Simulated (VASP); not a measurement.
```yaml
crystal:
  lattice:
    - [3.18930, 0.00000, 0.00000]
    - [-1.59465, 2.76201, 0.00000]
    - [0.00000, 0.00000, 5.19116]
  atoms:
    - { symbol: Ga, position: [0.33333, 0.66667, 0.00000] }
    - { symbol: Ga, position: [0.66667, 0.33333, 0.50000] }
    - { symbol: N, position: [0.33333, 0.66667, 0.37700] }
    - { symbol: N, position: [0.66667, 0.33333, 0.87700] }
```

These are r2SCAN meta-GGA, VASP's PBE PAW potentials (set 64) (plane waves; VASP 6.6.1) values and carry that method's errors. Numerical set-up: PREC = Normal, EDIFF = 1E-5, 450 eV cut-off, 11×11×6 Γ-centred mesh, Gaussian smearing of 0.050 eV, potentials Ga_d N.

Problem. What does the run give for the energy per atom (σ→0)?

Solution. 
```json
{
  "energy per atom (σ→0)": "-10.953 eV/atom"
}
```

The compound is GaN in the wurtzite structure. It was relaxed first.
